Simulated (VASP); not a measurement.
A convergence study with VASP on CaS (rock salt): a few settings are varied, all else stays as given below, so the limit is that of these other settings.

```xyz
2
Lattice="0.0000 2.8450 2.8450 2.8450 0.0000 2.8450 2.8450 2.8450 0.0000" Properties=species:S:1:pos:R:3 pbc="T T T"
Ca     0.0000     0.0000     0.0000
S      2.8450     2.8450     2.8450
```

Calculation: PBE GGA, VASP's PBE PAW potentials (set 64) (plane waves; VASP 6.6.1). The last row used: 550 eV cut-off, 15×15×15 Γ-centred mesh, second-order Methfessel-Paxton smearing of 0.40 eV, potentials Ca_sv S.

```
setting                                   E (eV/atom)  pressure (GPa)  irreducible k-points
----------------------------------------  -----------  --------------  --------------------
ISMEAR = -1, SIGMA = 0.01, 4×4×4 mesh         -5.1762            0.95                     8
ISMEAR = -1, SIGMA = 0.2, 4×4×4 mesh          -5.1760            0.94                     8
ISMEAR = 0, SIGMA = 0.01, 4×4×4 mesh          -5.1762            0.95                     8
ISMEAR = 0, SIGMA = 0.2, 4×4×4 mesh           -5.1762            0.95                     8
ISMEAR = 1, SIGMA = 0.01, 4×4×4 mesh          -5.1762            0.95                     8
ISMEAR = 1, SIGMA = 0.2, 4×4×4 mesh           -5.1760            0.95                     8
ISMEAR = 2, SIGMA = 0.01, 4×4×4 mesh          -5.1762            0.95                     8
ISMEAR = 2, SIGMA = 0.2, 4×4×4 mesh           -5.1760            0.95                     8
ISMEAR = -1, SIGMA = 0.05, 9×9×9 mesh         -5.1818            0.84                    35
ISMEAR = -1, SIGMA = 0.2, 9×9×9 mesh          -5.1817            0.84                    35
ISMEAR = 0, SIGMA = 0.05, 9×9×9 mesh          -5.1818            0.84                    35
ISMEAR = 0, SIGMA = 0.2, 9×9×9 mesh           -5.1818            0.84                    35
ISMEAR = 1, SIGMA = 0.05, 9×9×9 mesh          -5.1818            0.84                    35
ISMEAR = 1, SIGMA = 0.2, 9×9×9 mesh           -5.1818            0.84                    35
ISMEAR = 2, SIGMA = 0.05, 9×9×9 mesh          -5.1818            0.84                    35
ISMEAR = 2, SIGMA = 0.2, 9×9×9 mesh           -5.1818            0.84                    35
ISMEAR = -1, SIGMA = 0.05, 15×15×15 mesh      -5.1818            0.84                   120
ISMEAR = -1, SIGMA = 0.4, 15×15×15 mesh       -5.1736            0.84                   120
ISMEAR = 0, SIGMA = 0.05, 15×15×15 mesh       -5.1818            0.84                   120
ISMEAR = 0, SIGMA = 0.4, 15×15×15 mesh        -5.1818            0.84                   120
ISMEAR = 1, SIGMA = 0.05, 15×15×15 mesh       -5.1818            0.84                   120
ISMEAR = 1, SIGMA = 0.4, 15×15×15 mesh        -5.1822            0.80                   120
ISMEAR = 2, SIGMA = 0.05, 15×15×15 mesh       -5.1818            0.84                   120
ISMEAR = 2, SIGMA = 0.4, 15×15×15 mesh        -5.1816            0.84                   120
```

Left out are rungs that failed or repeat a setting and relaxations that didn't move; long series are thinned to 24 rows.

The compound is CaS in the rock salt structure. The cell was not relaxed at this level.
